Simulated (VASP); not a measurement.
# A VASP study of TlAgCl2 (r2SCAN): structure first, properties next, part 3 of 4

What structure does TlAgCl2 take at this level, and what are its properties? The cell is invented: it takes the structure of COD entry 9008597, AgCl (space group 225 there), with some of its atoms replaced by other elements, volume scaled by an estimate. It may not be a known or stable phase.

VASP 6.6.1; r2SCAN; plane waves and PAW (Tl_d, Ag, Cl); invented cell.

So far, gap on the k-mesh (eV): step 2 (rough relaxation of the start cell) 2.58; step 3 (full relaxation (r2SCAN)) 2.54. The relaxed cell has a = 4.149, c = 21.045 Å (conventional setting).

### 4. Single point with fields (r2SCAN)

A single point on the relaxed cell gives a clean self-consistent state, with density, ELF and potential written out.

File INCAR:

```
SYSTEM = TlAgCl2
PREC = Accurate
ENCUT = 400
EDIFF = 1E-06
NELM = 100
ISMEAR = 0
SIGMA = 0.05
LREAL = .FALSE.
ALGO = Normal
METAGGA = R2SCAN
LASPH = .TRUE.
NBANDS = 25
LORBIT = 11
LWAVE = .FALSE.
LCHARG = .TRUE.
ISIF = 2
LELF = .TRUE.
LVHAR = .TRUE.
```

File POSCAR:

```
TlAgCl2
1.0
    2.0743064491      1.1976013871      7.0150688129
   -2.0743064491      1.1976013871      7.0150688129
    0.0000000000     -2.3952027742      7.0150688129
Tl Ag Cl
1 1 2
Direct
    0.0000000000      0.0000000000      0.0000000000
    0.5000000000      0.5000000000      0.5000000000
    0.7651316868      0.7651316868      0.7651316868
    0.2348683132      0.2348683132      0.2348683132
```

File KPOINTS:

```
Automatic mesh
0
Gamma
6 6 6
0 0 0
```

PAW data sets: Tl_d, Ag and Cl (PBE family, release 64).

On the command line:

```
$ mpirun -np 2 vasp_std
```

Output:

```text
[banner, memory and clock lines left out]
running    2 mpi-ranks, on    1 nodes
 distrk:  each k-point on    2 cores,    1 groups
 distr:  one band on    1 cores,    2 groups

 POSCAR found type information on POSCAR TlAgCl
 POSCAR found :  3 types and       4 ions
 [... a notice as in an earlier step ...]

 LDA part: xc-table for (None), standard interpolation
|                                                                             |
|           W    W    AA    RRRRR   N    N  II  N    N   GGGG   !!!           |
|           W    W   A  A   R    R  NN   N  II  NN   N  G    G  !!!           |
|           W    W  A    A  R    R  N N  N  II  N N  N  G       !!!           |
|           W WW W  AAAAAA  RRRRR   N  N N  II  N  N N  G  GGG   !            |
|           WW  WW  A    A  R   R   N   NN  II  N   NN  G    G                |
|           W    W  A    A  R    R  N    N  II  N    N   GGGG   !!!           |
|                                                                             |
|     The number of bands has been changed from the values supplied in        |
|     The orbitals not found in the WAVECAR file will be initialized with     |
|     random numbers, which is usually adequate. For correlated               |
|     calculations, however, you should redo the groundstate calculation.     |
|     I found NBANDS = 25. Now, NBANDS = 26.                                  |
|                                                                             |

 POSCAR, INCAR and KPOINTS ok, starting setup
 FFT: planning ... GRIDC
 FFT: planning ... GRID_SOFT
 FFT: planning ... GRID
 WAVECAR not read
 entering main loop
       N       E                     dE             d eps       ncg     rms          rms(c)
DAV:   1     0.115937618961E+03    0.11594E+03   -0.16389E+04  1672   0.108E+03
DAV:   2    -0.896318353145E+02   -0.20557E+03   -0.19882E+03  1980   0.257E+02
DAV:   3    -0.100855070724E+03   -0.11223E+02   -0.11152E+02  1952   0.583E+01
DAV:   4    -0.100970627353E+03   -0.11556E+00   -0.11549E+00  1884   0.665E+00
DAV:   5    -0.100972382620E+03   -0.17553E-02   -0.17552E-02  1956   0.833E-01    0.687E+00
DAV:   6    -0.902321340469E+02    0.10740E+02   -0.66187E+00  1678   0.212E+01    0.694E+00
DAV:   7    -0.901396276770E+02    0.92506E-01   -0.44859E-01  1836   0.468E+00    0.476E+00
DAV:   8    -0.901121808244E+02    0.27447E-01   -0.18301E-01  1924   0.394E+00    0.134E+00
DAV:   9    -0.901187375730E+02   -0.65567E-02   -0.40283E-02  1988   0.116E+00    0.417E-01
DAV:  10    -0.901183446152E+02    0.39296E-03   -0.57002E-03  1756   0.654E-01    0.110E-01
DAV:  11    -0.901186151207E+02   -0.27051E-03   -0.69991E-04  1850   0.153E-01    0.556E-02
DAV:  12    -0.901187002507E+02   -0.85130E-04   -0.92753E-05  1718   0.849E-02    0.222E-02
DAV:  13    -0.901187021838E+02   -0.19331E-05   -0.21801E-05  1872   0.281E-02    0.844E-03
DAV:  14    -0.901187027751E+02   -0.59131E-06   -0.42837E-06  1726   0.180E-02
   1 F= -.90118703E+02 E0= -.90118703E+02  d E =-.764552E-15
```

Wall time 4.7 min (2 MPI ranks of AMD EPYC 7R43, shared host); peak memory 0.44 GiB; 9.4 min of CPU time.

Parts of OUTCAR (step 4):

```text
  LATTYP: Found a trigonal (rhomboedric) cell.
 ALAT       =     7.4127044172
 COS(alpha) =     0.8433889270

The static configuration has the point symmetry D_3d.

 Found     32 irreducible k-points:

   k-points           NKPTS =     32   k-points in BZ     NKDIM =     32   number of bands    NBANDS=     26

   ENCUT  =  400.0 eV  29.40 Ry    5.42 a.u.  12.09 12.09 12.09*2*pi/ulx,y,z

   NELECT =      38.0000    total number of electrons

 E-fermi :   2.8474

 k-point     1 :       0.0000    0.0000    0.0000
  band No.  band energies     occupation
    ...
     15       0.7004      2.00000
     16       0.7004      2.00000
     17       1.2070      2.00000
     18       2.2821      2.00000
     19       2.2821      2.00000
     20       6.3052      0.00000
     21       7.1557      0.00000
     22       9.0106      0.00000
     23       9.0106      0.00000
     24      11.8969      0.00000
    ...

 k-point     2 :       0.1667    0.0000    0.0000
  band No.  band energies     occupation
    ...
     15       0.8122      2.00000
     16       0.9391      2.00000
     17       1.3847      2.00000
     18       2.1430      2.00000
     19       2.1796      2.00000
     20       6.6841      0.00000
     21       6.9160      0.00000
     22       8.6305      0.00000
     23       8.9996      0.00000
     24      11.1199      0.00000
    ...

  Total       -0.0048216     -0.0048216      0.0220487      0.0000000      0.0000000      0.0000000
  in kB       -0.0738806     -0.0738806      0.3378503      0.0000000      0.0000000      0.0000000
  external PRESSURE =       0.0633630 kB  Pullay stress =       0.0000000 kB

 POSITION                                       TOTAL-FORCE (eV/Angst)
 -----------------------------------------------------------------------------------
      0.00000      0.00000      0.00000         0.000000     -0.000000      0.000000
      0.00000      0.00000     10.52260         0.000000     -0.000000      0.000000
      0.00000      0.00000     16.10235         0.000000      0.000000      0.006133
      0.00000      0.00000      4.94285         0.000000     -0.000000     -0.006133
 -----------------------------------------------------------------------------------
    total drift:                                0.000000      0.000000     -0.000000

  FREE ENERGIE OF THE ION-ELECTRON SYSTEM (eV)
  ---------------------------------------------------
  free  energy   TOTEN  =       -90.1187027751 eV

  energy  without entropy=      -90.1187027751  energy(sigma->0) =      -90.11870278

[... 4 parts as in an earlier step ...]

[... 7 further parts left out ...]
```

Numbers from this step:

* SCF cycles: 14
* bands: 26
* free energy (TOTEN): -90.1187 eV
* Fermi energy: 2.847 eV
* pressure: 0.006336 GPa

Valence electrons inside each PAW sphere by angular momentum. Sphere charges, by row:

| atom | s (e) | p (e) | d (e) | tot (e) |
| --- | --- | --- | --- | --- |
| Tl1 | 1.323 | 0.126 | 9.66 | 11.11 |
| Ag2 | 0.187 | 0.128 | 9.385 | 9.7 |
| Cl3 | 1.61 | 3.52 | 0 | 5.131 |
| Cl4 | 1.61 | 3.52 | 0 | 5.131 |

ELF in the ac plane of the cell as run, not the conventional one, at fractional y = 0.000, with atoms of Tl within 0.2 Å of it. It is the smooth field of the valence electrons, not physical close to the nuclei.

Ten even steps from '0' (0.01) to '9' (0.87), each cell a mean:
```
102430023210000001341
201342025642000000144
431244115776310000013
344345213788741000001
124555311589985100000
001344421279998510000
111123331048999851000
244211221015899984100
146642000002689997300
037886310000258998620
015899851000014788741
002699986200000257762
100379998610011113553
100148999851023211122
100015899983023432100
000001589996213455420
100000147998412454443
410000013688621353234
442000000257641144112
144100000013441024300
314410111000121013421
```
Columns run along a (7.4 Å), rows up along c (7.4 Å). Atoms in or near the plane, at fractional coordinates: Tl at (0.00, 0.00).

Electrostatic potential energy in the ac plane of the cell as run, not the conventional one, at fractional y = 0.000, with atoms of Tl within 0.2 Å of it. With pseudopotentials it is smooth inside the atoms' cores, unlike the true potential.

Ten even steps from '0' (-64 eV) to '9' (5 eV), each cell a mean:
```
001589999999999999850
000269999999999999985
510148999999999999998
863247999999999999999
997657899999999999999
999888899999889999999
999999999999878999999
999999999999987899999
999999999999998899999
999999999999999999999
999999999999999999999
999998899999999999999
999998889999999999999
999999878999999999999
999999988899999889999
999999998899999877899
999999999999999854468
899999999999999862125
489999999999999973001
048999999999999996100
004899999999999998500
```
Columns run along a (7.4 Å; values clipped at the 3rd and 97th percentile), rows up along c (7.4 Å). Atoms in or near the plane, at fractional coordinates: Tl at (0.00, 0.00).

Valence density in the ac plane of the cell as run, not the conventional one, at fractional y = 0.000, with atoms of Tl within 0.2 Å of it. It is the smooth field of the valence electrons, not physical close to the nuclei.

Ten steps, logarithmic in the rise over the least value, from '_' (0.0 e/Å³) to '@' (6.7 e/Å³), each cell a mean:
```
@@@@%%**--............____________..--**%%
%%@@@@##++::....::::::....__________..--**
**%%%%%%**==::..::------::..__________..--
--++####**==--..::--====--::..__________..
..::==++++++--::..::--======::..__________
__..::--====--::....--==++++==--..________
__......::::::::....::--++++++==::..______
..................__..::--++++++==::..____
....::::::......______..::--++++==--::..__
....::------::..________..::--======--..__
__..::--====--::..________..::----==--::..
____..--==++++==::..________....::----::..
____..::--++++++==::..____........::::::..
______..::==++++++==::......::::::........
________..::==++++++--::....::------::....
__________..::==++++==--....::==++====::..
..__________..::--====--::..::==++****++--
--..__________..::------::....--++##%%##**
**==..__________....::::::....::==##%%@@%%
%%**==..____________............::++%%@@@@
@@%%**--..____________......____..--**%%@@
```
Columns run along a (7.4 Å), rows up along c (7.4 Å). Atoms in or near the plane, at fractional coordinates: Tl at (0.00, 0.00).

In this run the pressure is 0.01 GPa, small enough to go on.

### 5. Band structure (r2SCAN)

The mesh alone shows little of the dispersion and can miss band extrema, so KPOINTS_OPT adds a path through the symmetry points after the self-consistent cycle.

Edit INCAR of step 4 so:

```diff
@@ -11,8 +11,6 @@
 LASPH = .TRUE.
-NBANDS = 25
+NBANDS = 33
 LORBIT = 11
 LWAVE = .FALSE.
-LCHARG = .TRUE.
-ISIF = 2
-LELF = .TRUE.
-LVHAR = .TRUE.
+LCHARG = .FALSE.
+KPAR = 2
```

POSCAR is that of step 4.

KPOINTS is that of step 4.

File KPOINTS_OPT:

```
Line mode
16
Line-mode
Reciprocal
  0.00000000   0.00000000   0.00000000 GAMMA
  0.50000000   0.00000000   0.00000000 L

  0.50000000   0.00000000   0.00000000 L
  0.50000000   0.18609652  -0.18609652 B1

  0.81390348   0.50000000   0.18609652 B
  0.50000000   0.50000000   0.50000000 Z

  0.50000000   0.50000000   0.50000000 Z
  0.00000000   0.00000000   0.00000000 GAMMA

  0.00000000   0.00000000   0.00000000 GAMMA
  0.34304826   0.00000000  -0.34304826 X

  0.65695174   0.34304826   0.00000000 Q
  0.50000000   0.50000000   0.00000000 F

  0.50000000   0.50000000   0.00000000 F
  0.65695174   0.65695174   0.18609652 P1

  0.65695174   0.65695174   0.18609652 P1
  0.50000000   0.50000000   0.50000000 Z

  0.50000000   0.00000000   0.00000000 L
  0.81390348   0.34304826   0.34304826 P
```

On the command line:

```
$ mpirun -np 2 vasp_std
```

Output:

```text
[... set-up lines as in an earlier step ...]
 entering main loop
       N       E                     dE             d eps       ncg     rms          rms(c)
DAV:   1     0.115764363971E+03    0.11576E+03   -0.15615E+04  2128   0.849E+02
DAV:   2    -0.903217558818E+02   -0.20609E+03   -0.19643E+03  2427   0.225E+02
DAV:   3    -0.100874111124E+03   -0.10552E+02   -0.10484E+02  2583   0.484E+01
DAV:   4    -0.100970879925E+03   -0.96769E-01   -0.96739E-01  2455   0.518E+00
DAV:   5    -0.100972388772E+03   -0.15088E-02   -0.15088E-02  2626   0.659E-01    0.687E+00
DAV:   6    -0.902335335108E+02    0.10739E+02   -0.53834E+00  2248   0.167E+01    0.693E+00
DAV:   7    -0.901412364710E+02    0.92297E-01   -0.39169E-01  2567   0.362E+00    0.474E+00
DAV:   8    -0.901122180224E+02    0.29018E-01   -0.15216E-01  2471   0.307E+00    0.131E+00
DAV:   9    -0.901187075822E+02   -0.64896E-02   -0.32353E-02  2522   0.909E-01    0.411E-01
DAV:  10    -0.901184347562E+02    0.27283E-03   -0.58399E-03  2437   0.558E-01    0.918E-02
DAV:  11    -0.901186641681E+02   -0.22941E-03   -0.42465E-04  2487   0.114E-01    0.638E-02
DAV:  12    -0.901186922304E+02   -0.28062E-04   -0.67139E-05  2547   0.708E-02    0.220E-02
DAV:  13    -0.901187022747E+02   -0.10044E-04   -0.25243E-05  2299   0.282E-02    0.726E-03
DAV:  14    -0.901187025572E+02   -0.28252E-06   -0.11079E-06  2343   0.450E-03
   1 F= -.90118703E+02 E0= -.90118703E+02  d E =-.250792E-16
 Start KPOINTS_OPT (optional k-point list driver)
k-point batch [1-32\144]
       N       E                     dE             ncg
DAV:   1     0.293668016598E+04   -0.21458E+05     2128
DAV:   2    -0.364604361704E+04   -0.65827E+04     2474
DAV:   3    -0.396229666869E+04   -0.31625E+03     2544
DAV:   4    -0.396507903007E+04   -0.27824E+01     2536
DAV:   5    -0.396512342073E+04   -0.44391E-01     2646
DAV:   6    -0.396512443263E+04   -0.10119E-02     2560
DAV:   7    -0.396512446145E+04   -0.28815E-04     2622
DAV:   8    -0.396512446223E+04   -0.78649E-06     1904
[...]
k-point batch [129-144\144]
       N       E                     dE             ncg
DAV:   1     0.109545200197E+05   -0.14632E+05     1080
DAV:   2     0.771907066568E+04   -0.32354E+04     1213
DAV:   3     0.756885824342E+04   -0.15021E+03     1283
DAV:   4     0.756758398924E+04   -0.12743E+01     1272
DAV:   5     0.756756400771E+04   -0.19982E-01     1312
DAV:   6     0.756756354915E+04   -0.45855E-03     1287
DAV:   7     0.756756353638E+04   -0.12772E-04     1296
DAV:   8     0.756756353604E+04   -0.33839E-06      992
```

It took 19 min on 2 MPI ranks; peak memory 0.79 GiB; 38 min of CPU time.

OUTCAR, selected parts (step 5):

```text
   k-points           NKPTS =     32   k-points in BZ     NKDIM =     32   number of bands    NBANDS=     33

   NELECT =      38.0000    total number of electrons

 E-fermi :   2.8630

 k-point     1 :       0.0000    0.0000    0.0000
  band No.  band energies     occupation
    ...
     15       0.7001      2.00000
     16       0.7001      2.00000
     17       1.2068      2.00000
     18       2.2819      2.00000
     19       2.2819      2.00000
     20       6.3052      0.00000
     21       7.1556      0.00000
     22       9.0106      0.00000
     23       9.0106      0.00000
     24      11.8969      0.00000
    ...

  Total        0.0032900      0.0032900      0.0301777      0.0000000     -0.0000000      0.0000000
  in kB        0.0504130      0.0504130      0.4624110      0.0000000     -0.0000000      0.0000000
  external PRESSURE =       0.1877457 kB  Pullay stress =       0.0000000 kB

 POSITION                                       TOTAL-FORCE (eV/Angst)
 -----------------------------------------------------------------------------------
      0.00000      0.00000      0.00000         0.000000      0.000000     -0.000000
      0.00000      0.00000     10.52260        -0.000000      0.000000     -0.000000
      0.00000      0.00000     16.10235         0.000000     -0.000000      0.005924
      0.00000      0.00000      4.94285         0.000000      0.000000     -0.005924
 -----------------------------------------------------------------------------------
    total drift:                                0.000000      0.000000     -0.000000

  FREE ENERGIE OF THE ION-ELECTRON SYSTEM (eV)
  ---------------------------------------------------
  free  energy   TOTEN  =       -90.1187025572 eV

  energy  without entropy=      -90.1187025572  energy(sigma->0) =      -90.11870256

[... 8 parts as in an earlier step ...]

[... 8 further parts left out ...]
```

Spin-orbit coupling is off here; with elements this heavy it splits and shifts levels by tenths of an eV or more.

This step gave:

```
bands                             : 33
Fermi energy                      : 2.863 eV
pressure                          : 0.01877 GPa
least gap on mesh and path        : 2.495 eV
least direct gap on mesh and path : 2.885 eV
valence top at k                  : 0.2287, 0, -0.2287
least direct gap at k             : 0.5209, 0.5, 0.4791
```

Electronic bands along the path, in eV, zero at the valence-band top; v1 is the highest filled band, c1 the lowest empty one:

| point | v4 | v3 | v2 | v1 | c1 | c2 | c3 | c4 |
| --- | --- | --- | --- | --- | --- | --- | --- | --- |
| Γ | -1.93 | -1.43 | -0.35 | -0.35 | 3.67 | 4.52 | 6.38 | 6.38 |
| 0.47 of the way | -1.64 | -1.38 | -0.51 | -0.31 | 3.79 | 4.61 | 5.64 | 6.29 |
| L | -1.65 | -1.26 | -0.93 | -0.56 | 3.32 | 4.00 | 5.95 | 6.39 |
| 0.53 of the way | -1.67 | -1.59 | -0.83 | -0.12 | 3.44 | 4.60 | 4.68 | 6.23 |
| B1 | -1.62 | -1.48 | -0.81 | -0.44 | 3.65 | 3.71 | 5.44 | 5.86 |
| jump to B | -1.62 | -1.48 | -0.81 | -0.44 | 3.65 | 3.71 | 5.44 | 5.86 |
| 0.53 of the way | -1.54 | -1.41 | -0.61 | -0.21 | 4.06 | 4.45 | 5.24 | 6.30 |
| Z | -1.58 | -0.71 | -0.42 | -0.42 | 2.49 | 6.12 | 6.85 | 6.85 |
| 0.47 of the way | -1.64 | -1.14 | -0.39 | -0.39 | 2.94 | 5.37 | 6.61 | 6.61 |
| Γ | -1.93 | -1.43 | -0.35 | -0.35 | 3.67 | 4.52 | 6.38 | 6.38 |
| 0.47 of the way | -1.57 | -1.44 | -0.74 | -0.13 | 3.58 | 4.93 | 5.67 | 5.81 |
| X | -1.61 | -1.51 | -0.82 | -0.35 | 3.66 | 3.71 | 5.46 | 5.79 |
| jump to Q | -1.61 | -1.51 | -0.82 | -0.35 | 3.66 | 3.71 | 5.46 | 5.79 |
| 0.47 of the way | -1.72 | -1.33 | -0.71 | -0.63 | 3.00 | 4.46 | 5.56 | 5.65 |
| F | -1.76 | -1.55 | -0.57 | -0.40 | 2.58 | 5.29 | 5.36 | 5.60 |
| 0.47 of the way | -1.76 | -1.55 | -0.60 | -0.40 | 2.64 | 5.04 | 5.59 | 5.62 |
| P1 | -1.76 | -1.55 | -0.68 | -0.43 | 2.81 | 4.71 | 5.68 | 5.81 |
| 0.47 of the way | -1.66 | -1.48 | -0.44 | -0.22 | 3.76 | 4.61 | 5.58 | 6.18 |
| Z | -1.58 | -0.71 | -0.42 | -0.42 | 2.49 | 6.12 | 6.85 | 6.85 |
| jump to L | -1.65 | -1.26 | -0.93 | -0.56 | 3.32 | 4.00 | 5.95 | 6.39 |
| 0.47 of the way | -1.69 | -1.43 | -0.84 | -0.52 | 3.17 | 4.17 | 5.86 | 6.23 |
| P | -1.76 | -1.55 | -0.68 | -0.43 | 2.81 | 4.71 | 5.68 | 5.81 |

Of the projections kept (Tl, Ag, Cl), the largest for each band there; the rest of the weight can lie on other orbitals:

| point | v4 | v3 | v2 | v1 | c1 | c2 | c3 | c4 |
| --- | --- | --- | --- | --- | --- | --- | --- | --- |
| Γ | Ag 1.00 | Ag 0.75 | Ag 0.61 | Ag 0.61 | Tl 0.51 | Ag 0.52 | Tl 0.88 | Tl 0.88 |
| L | Ag 0.95 | Cl 0.62 | Ag 0.79 | Ag 0.67 | Tl 0.47 | Ag 0.59 | Tl 0.83 | Ag 0.48 |
| B1 | Ag 0.92 | Ag 0.79 | Ag 0.73 | Ag 0.52 | Tl 0.64 | Tl 0.60 | Ag 0.55 | Tl 0.60 |
| B | Ag 0.92 | Ag 0.79 | Ag 0.73 | Ag 0.52 | Tl 0.64 | Tl 0.60 | Ag 0.55 | Tl 0.60 |
| Z | Ag 0.90 | Cl 0.76 | Ag 0.63 | Ag 0.63 | Ag 0.43 | Ag 0.66 | Tl 0.93 | Tl 0.93 |
| Γ | Ag 1.00 | Ag 0.75 | Ag 0.61 | Ag 0.61 | Tl 0.51 | Ag 0.52 | Tl 0.88 | Tl 0.88 |

The path lowers the gap by 0.05 eV against the mesh alone, so a band edge lies off the mesh.

[end of part 3 of 4]

[Lines on the potential files, build, host, timing and source positions are cut from VASP's logs without a mark.]

[Logs are printed without paths, hosts, clocks, repeated set-up lines and the standing remarks that a program may print on its own settings, such as how far it seeks lower states.]

[Hosts, paths, dates, database ids (printed as entryN), source tags and the programs' standing remarks are cut or masked in the printed files.]

[A measured line is paired with the nearest computed mode of its activity, which favours agreement.]
